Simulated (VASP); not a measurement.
Given:

```
V
1.0
   -1.51500     1.51500     1.51500
    1.51500    -1.51500     1.51500
    1.51500     1.51500    -1.51500
V
1
Direct
  0.00000   0.00000   0.00000
```

These are PBE GGA, VASP's PBE PAW potentials (set 64) (plane waves; VASP 6.6.1) values and carry that method's errors. Run with PREC = Low, 400 eV cut-off, 15×15×15 Γ-centred mesh, first-order Methfessel-Paxton smearing of 0.10 eV, potentials V_sv.

### Question
Give the stress tensor in GPa (positive for a compressed cell).

### Answer

```
-6.98   0.00   0.00
 0.00  -6.98   0.00
 0.00   0.00  -6.98
```
The pressure is its mean diagonal, -6.98 GPa.

The compound is V in the bcc structure. The cell was not relaxed at this level. The run is one of a series of settings (PREC = Low against the base run), some of them coarse on purpose. The run is not spin-polarised, so no magnetic state was tried.
